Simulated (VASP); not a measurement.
OSZICAR of a VASP run on KBr (rock salt):

File OSZICAR:
```
       N       E                     dE             d eps       ncg     rms          rms(c)
DAV:   1     0.936782864397E+02    0.93678E+02   -0.61008E+03   384   0.945E+02
DAV:   2    -0.577352711357E+00   -0.94256E+02   -0.87629E+02   500   0.235E+02
DAV:   3    -0.622883837989E+01   -0.56515E+01   -0.56139E+01   476   0.558E+01
DAV:   4    -0.640962290503E+01   -0.18078E+00   -0.18061E+00   676   0.923E+00
DAV:   5    -0.641076264583E+01   -0.11397E-02   -0.11397E-02   472   0.753E-01    0.285E+00
DAV:   6    -0.638652653707E+01    0.24236E-01   -0.26478E-03   508   0.318E-01    0.262E+00
DAV:   7    -0.636530029717E+01    0.21226E-01   -0.21959E-03   476   0.272E-01    0.241E+00
DAV:   8    -0.634672897224E+01    0.18571E-01   -0.18521E-03   496   0.243E-01    0.223E+00
DAV:   9    -0.633044494601E+01    0.16284E-01   -0.15876E-03   472   0.221E-01    0.206E+00
DAV:  10    -0.631614156992E+01    0.14303E-01   -0.13690E-03   464   0.203E-01    0.191E+00
DAV:  11    -0.630356385964E+01    0.12578E-01   -0.12078E-03   476   0.189E-01    0.178E+00
DAV:  12    -0.629249578933E+01    0.11068E-01   -0.10571E-03   456   0.176E-01    0.166E+00
DAV:  13    -0.628275021151E+01    0.97456E-02   -0.93117E-04   464   0.165E-01    0.155E+00
DAV:  14    -0.627416644741E+01    0.85838E-02   -0.82376E-04   468   0.156E-01    0.145E+00
DAV:  15    -0.626660573111E+01    0.75607E-02   -0.73175E-04   460   0.147E-01    0.136E+00
DAV:  16    -0.625994782828E+01    0.66579E-02   -0.65453E-04   464   0.139E-01    0.128E+00
DAV:  17    -0.625408862474E+01    0.58592E-02   -0.59177E-04   480   0.131E-01    0.120E+00
DAV:  18    -0.624893688688E+01    0.51517E-02   -0.53733E-04   468   0.125E-01    0.113E+00
DAV:  19    -0.624440829892E+01    0.45286E-02   -0.46148E-04   468   0.118E-01    0.106E+00
DAV:  20    -0.624043225141E+01    0.39760E-02   -0.43045E-04   468   0.114E-01    0.101E+00
DAV:  21    -0.623694913155E+01    0.34831E-02   -0.38883E-04   464   0.109E-01    0.951E-01
DAV:  22    -0.623390171855E+01    0.30474E-02   -0.34338E-04   468   0.105E-01    0.900E-01
DAV:  23    -0.623124183548E+01    0.26599E-02   -0.31974E-04   468   0.101E-01    0.854E-01
DAV:  24    -0.622892634942E+01    0.23155E-02   -0.28421E-04   468   0.973E-02    0.810E-01
DAV:  25    -0.622691576845E+01    0.20106E-02   -0.26224E-04   468   0.944E-02    0.770E-01
DAV:  26    -0.622517665739E+01    0.17391E-02   -0.24056E-04   476   0.901E-02    0.733E-01
DAV:  27    -0.622367784058E+01    0.14988E-02   -0.21482E-04   468   0.866E-02    0.698E-01
DAV:  28    -0.622239207634E+01    0.12858E-02   -0.20026E-04   476   0.837E-02    0.665E-01
DAV:  29    -0.622129516054E+01    0.10969E-02   -0.18063E-04   476   0.810E-02    0.635E-01
DAV:  30    -0.622036518728E+01    0.92997E-03   -0.16794E-04   472   0.782E-02    0.606E-01
DAV:  31    -0.621958304223E+01    0.78215E-03   -0.15334E-04   476   0.754E-02    0.579E-01
DAV:  32    -0.621893121991E+01    0.65182E-03   -0.14120E-04   484   0.726E-02    0.554E-01
DAV:  33    -0.621839447046E+01    0.53675E-03   -0.13013E-04   476   0.701E-02    0.531E-01
DAV:  34    -0.621795887766E+01    0.43559E-03   -0.11906E-04   484   0.676E-02    0.508E-01
DAV:  35    -0.621761220808E+01    0.34667E-03   -0.11057E-04   476   0.653E-02    0.487E-01
DAV:  36    -0.621734346548E+01    0.26874E-03   -0.10153E-04   484   0.630E-02    0.467E-01
DAV:  37    -0.621714289122E+01    0.20057E-03   -0.94462E-05   476   0.608E-02    0.448E-01
DAV:  38    -0.621700174754E+01    0.14114E-03   -0.86801E-05   484   0.587E-02    0.430E-01
DAV:  39    -0.621691226180E+01    0.89486E-04   -0.80711E-05   476   0.566E-02    0.413E-01
DAV:  40    -0.621686751781E+01    0.44744E-04   -0.74376E-05   476   0.547E-02    0.397E-01
DAV:  41    -0.621686136128E+01    0.61565E-05   -0.69241E-05   472   0.529E-02    0.382E-01
DAV:  42    -0.621688834215E+01   -0.26981E-04   -0.64255E-05   476   0.511E-02    0.367E-01
DAV:  43    -0.621694360076E+01   -0.55259E-04   -0.59642E-05   472   0.494E-02    0.353E-01
DAV:  44    -0.621702282916E+01   -0.79228E-04   -0.55357E-05   476   0.478E-02    0.340E-01
DAV:  45    -0.621712220267E+01   -0.99374E-04   -0.51507E-05   472   0.462E-02    0.327E-01
DAV:  46    -0.621723836012E+01   -0.11616E-03   -0.48007E-05   472   0.447E-02    0.315E-01
DAV:  47    -0.621736831144E+01   -0.12995E-03   -0.44621E-05   468   0.432E-02    0.304E-01
DAV:  48    -0.621750945150E+01   -0.14114E-03   -0.41642E-05   472   0.417E-02    0.292E-01
DAV:  49    -0.621765943830E+01   -0.14999E-03   -0.38590E-05   464   0.404E-02    0.282E-01
DAV:  50    -0.621781626050E+01   -0.15682E-03   -0.36136E-05   472   0.389E-02    0.272E-01
DAV:  51    -0.621797812739E+01   -0.16187E-03   -0.33578E-05   464   0.379E-02    0.262E-01
DAV:  52    -0.621814350487E+01   -0.16538E-03   -0.31530E-05   472   0.365E-02    0.252E-01
DAV:  53    -0.621831104851E+01   -0.16754E-03   -0.29289E-05   460   0.354E-02    0.243E-01
DAV:  54    -0.621847957278E+01   -0.16852E-03   -0.27432E-05   468   0.342E-02    0.235E-01
DAV:  55    -0.621864807680E+01   -0.16850E-03   -0.25517E-05   460   0.332E-02    0.226E-01
DAV:  56    -0.621881568949E+01   -0.16761E-03   -0.23981E-05   464   0.321E-02    0.218E-01
DAV:  57    -0.621898167667E+01   -0.16599E-03   -0.22328E-05   464   0.311E-02    0.211E-01
DAV:  58    -0.621914540368E+01   -0.16373E-03   -0.20891E-05   464   0.301E-02    0.203E-01
DAV:  59    -0.621930634858E+01   -0.16094E-03   -0.19566E-05   456   0.292E-02    0.196E-01
DAV:  60    -0.621946406742E+01   -0.15772E-03   -0.18277E-05   472   0.283E-02    0.189E-01
DAV:  61    -0.621961819911E+01   -0.15413E-03   -0.17142E-05   456   0.274E-02    0.183E-01
DAV:  62    -0.621976846231E+01   -0.15026E-03   -0.15993E-05   460   0.265E-02    0.176E-01
DAV:  63    -0.621991460721E+01   -0.14614E-03   -0.14995E-05   452   0.257E-02    0.170E-01
DAV:  64    -0.622005647329E+01   -0.14187E-03   -0.14093E-05   468   0.249E-02    0.164E-01
DAV:  65    -0.622019391668E+01   -0.13744E-03   -0.13124E-05   452   0.242E-02    0.159E-01
DAV:  66    -0.622032685124E+01   -0.13293E-03   -0.12361E-05   460   0.233E-02    0.153E-01
DAV:  67    -0.622045523135E+01   -0.12838E-03   -0.11559E-05   452   0.227E-02    0.148E-01
DAV:  68    -0.622057902035E+01   -0.12379E-03   -0.10823E-05   468   0.220E-02    0.143E-01
DAV:  69    -0.622069822676E+01   -0.11921E-03   -0.10162E-05   448   0.213E-02    0.138E-01
DAV:  70    -0.622081287979E+01   -0.11465E-03   -0.94999E-06   460   0.206E-02    0.133E-01
DAV:  71    -0.622092302345E+01   -0.11014E-03   -0.89313E-06   452   0.200E-02    0.129E-01
DAV:  72    -0.622102872158E+01   -0.10570E-03   -0.83563E-06   456   0.194E-02    0.124E-01
DAV:  73    -0.622113004648E+01   -0.10132E-03   -0.78436E-06   448   0.188E-02    0.120E-01
DAV:  74    -0.622122709124E+01   -0.97045E-04   -0.73745E-06   460   0.182E-02    0.116E-01
DAV:  75    -0.622131995264E+01   -0.92861E-04   -0.68918E-06   444   0.176E-02    0.112E-01
DAV:  76    -0.622140873392E+01   -0.88781E-04   -0.64835E-06   456   0.171E-02    0.108E-01
DAV:  77    -0.622149355010E+01   -0.84816E-04   -0.60680E-06   448   0.165E-02    0.105E-01
DAV:  78    -0.622157451602E+01   -0.80966E-04   -0.56941E-06   448   0.160E-02    0.101E-01
DAV:  79    -0.622165175186E+01   -0.77236E-04   -0.53423E-06   448   0.155E-02    0.976E-02
DAV:  80    -0.622172538121E+01   -0.73629E-04   -0.50165E-06   452   0.151E-02    0.943E-02
DAV:  81    -0.622179552624E+01   -0.70145E-04   -0.46953E-06   440   0.146E-02    0.911E-02
DAV:  82    -0.622186231162E+01   -0.66785E-04   -0.44213E-06   452   0.142E-02    0.880E-02
DAV:  83    -0.622192586263E+01   -0.63551E-04   -0.41366E-06   444   0.137E-02    0.850E-02
DAV:  84    -0.622198630197E+01   -0.60439E-04   -0.38873E-06   444   0.133E-02    0.822E-02
DAV:  85    -0.622204375182E+01   -0.57450E-04   -0.36445E-06   440   0.129E-02    0.794E-02
DAV:  86    -0.622209833364E+01   -0.54582E-04   -0.34255E-06   448   0.125E-02    0.767E-02
DAV:  87    -0.622215016533E+01   -0.51832E-04   -0.32094E-06   428   0.121E-02    0.741E-02
DAV:  88    -0.622219936309E+01   -0.49198E-04   -0.30166E-06   452   0.117E-02    0.716E-02
DAV:  89    -0.622224604032E+01   -0.46677E-04   -0.28296E-06   436   0.114E-02    0.692E-02
DAV:  90    -0.622229030784E+01   -0.44268E-04   -0.26581E-06   440   0.110E-02    0.669E-02
DAV:  91    -0.622233227313E+01   -0.41965E-04   -0.24943E-06   440   0.107E-02    0.647E-02
DAV:  92    -0.622237204052E+01   -0.39767E-04   -0.23425E-06   440   0.104E-02    0.625E-02
DAV:  93    -0.622240971125E+01   -0.37671E-04   -0.22015E-06   428   0.101E-02    0.604E-02
DAV:  94    -0.622244538331E+01   -0.35672E-04   -0.20655E-06   444   0.974E-03    0.584E-02
DAV:  95    -0.622247915098E+01   -0.33768E-04   -0.19417E-06   428   0.945E-03    0.564E-02
DAV:  96    -0.622251110573E+01   -0.31955E-04   -0.18216E-06   428   0.916E-03    0.545E-02
DAV:  97    -0.622254133501E+01   -0.30229E-04   -0.17123E-06   428   0.888E-03    0.527E-02
DAV:  98    -0.622256992347E+01   -0.28588E-04   -0.16070E-06   440   0.860E-03    0.509E-02
DAV:  99    -0.622259695179E+01   -0.27028E-04   -0.15043E-06   412   0.834E-03    0.492E-02
DAV: 100    -0.622262249720E+01   -0.25545E-04   -0.14291E-06   440   0.810E-03
   1 F= -.62226225E+01 E0= -.62226225E+01  d E =-.376128E-13
```

Problem. Which electronic solver shows in the log?

Solution. It is blocked Davidson (ALGO = Normal, or the opening steps of other solvers). The INCAR had ALGO = Normal.

Problem. Can the final energy be trusted as converged?

Solution. The run did not converge; its last values are not results. It stopped with EDIFF = 1E-6, NELM = 100 (PBE GGA, plane waves, VASP's PBE PAW potentials (set 64)).

The compound is KBr in the rock salt structure. The cell was not relaxed at this level. The run is one of a series of settings (AMIX = 0.1, BMIX = 3.0, IMIX = 1 against the base run), some of them coarse on purpose.
